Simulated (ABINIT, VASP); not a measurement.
# BaAs: equilibrium volume by level of theory

Symmetry: Pm-3m, No. 221, cubic system. The conventional cell has a = 4.025 Å, b = 4.025 Å, c = 4.025 Å, α = 90.00°, β = 90.00°, γ = 90.00°. Around Ba (site symmetry m-3m) lie 8 As at 3.49 Å. As (site symmetry m-3m) is surrounded by 8 Ba at 3.49 Å.

```tsv
rung	level	program and potentials	cutoff (eV)	k mesh	smearing	task	equilibrium volume (Å³/atom)	notes
GGA + dispersion	PBE+D3(zero damping)	ABINIT, SG15 NC PBE v1.2	490	5 × 5 × 5	fermi-dirac 0.05	relaxation of cell and atoms	31.77	-
meta-GGA	LAK	VASP, PBE PAW files As, Ba_sv, 600 eV	600	7 × 7 × 7	gaussian 0.05	relaxation of cell and atoms	34.20	potentials made for PBE
meta-GGA	r2SCAN	VASP, PBE PAW files As, Ba_sv, 520 eV	520	7 × 7 × 7	fermi-dirac 0.05	equation of state	32.71	potentials made for PBE
meta-GGA	r2SCAN	VASP, PBE PAW files As, Ba_sv, 600 eV	600	7 × 7 × 7	gaussian 0.05	relaxation of cell and atoms	(a)	potentials made for PBE
meta-GGA + dispersion	r2SCAN+D3(BJ)	VASP, PBE PAW files As, Ba_sv, 600 eV	600	7 × 7 × 7	gaussian 0.05	relaxation of cell and atoms	31.95	potentials made for PBE
hybrid	SCAN0	VASP, PBE PAW files As, Ba_sv, 600 eV	600	4 × 4 × 4	gaussian 0.05	relaxation of cell and atoms	32.33	coarse mesh; potentials made for PBE
```

All rows: no spin polarisation. Smearing widths are in eV. For a metal such meshes aren't converged. Meshes differ between rows, which moves values too. Meshes are those of the run's cell of 2 atoms unless a note names another. Relaxations start from the cell shown or near it and stop with a little pressure left. Runs on faulty files, with rough fits or with known faults for this quantity aren't shown. No row holds spin-orbit coupling.

Question: Estimate the value left out from the other rows.

Answer: (a) 32.74 Å³/atom.
